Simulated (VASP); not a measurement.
Here is the system:

```
V
1.0
   -2.28398     2.28398     1.27613
    2.28398    -2.28398     1.27613
    2.28398     2.28398    -1.27613
V
2
Cartesian
  0.00000   2.28398   0.63806
  0.00000   0.00000   0.00000
```

Calculation: PBEsol GGA, VASP's PBE PAW potentials (set 64) (plane waves; VASP). Run with 400 eV cut-off, Gaussian smearing of 0.050 eV, potentials V_sv.

### Question
Give the energies of bands 9 to 16 at the high-symmetry points, in eV from the Fermi level.

### Answer

| band | Γ | X | M | Z | P | N |
|---|---|---|---|---|---|---|
| 9 | -6.84 | -3.69 | -2.84 | -2.46 | -2.90 | -3.25 |
| 10 | -4.00 | -3.69 | -2.84 | -2.46 | -2.90 | -3.17 |
| 11 | -1.99 | -1.40 | -0.76 | -1.45 | -2.25 | -1.86 |
| 12 | -1.43 | -1.40 | -0.76 | -1.08 | -2.25 | -1.03 |
| 13 | -0.73 | -0.21 | 0.21 | 0.08 | 0.49 | 0.49 |
| 14 | 1.89 | -0.21 | 0.21 | 0.12 | 0.49 | 0.70 |
| 15 | 1.89 | 1.54 | 1.56 | 1.20 | 2.47 | 0.80 |
| 16 | 1.94 | 1.54 | 1.56 | 1.20 | 2.47 | 2.15 |

It has no gap at this level: it comes out as a metal or semimetal.

The structure was generated: V was put into the beta-Sn type (I4_1/amd), which need not be its known phase. It was relaxed first, which changed the volume by -8 %. The run is not spin-polarised, so no magnetic state was tried.
